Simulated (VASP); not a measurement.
Input:

```yaml
crystal:
  lattice:
    - [0.00000, 2.57000, 2.57000]
    - [2.57000, 0.00000, 2.57000]
    - [2.57000, 2.57000, 0.00000]
  atoms:
    - { symbol: Li, position: [0.00000, 0.00000, 0.00000] }
    - { symbol: Cl, position: [0.50000, 0.50000, 0.50000] }
```

Computed with PBE GGA, VASP's PBE PAW potentials (set 64) (plane waves; VASP). Numerical set-up: 600 eV cut-off, 8×8×8 Γ-centred mesh, Gaussian smearing of 0.050 eV, potentials Li_sv Cl.

Each relaxation starts from this cell; other phases were not tried.

### Question
The cell is relaxed at 15 GPa. What happens?

### Answer
The volume per atom goes from 16.97 to 13.06 Å³ (-23.1 %), and the cell becomes a = b = c = 4.7098 Å, α = β = γ = 90.00°, space group Fm-3m. The gap on the mesh goes from 6.31 to 6.98 eV.

Failed runs are left out, and for metals the shear rows, which the mesh's noise covers.

The compound is LiCl in the rock salt structure. The cell was not relaxed at this level.
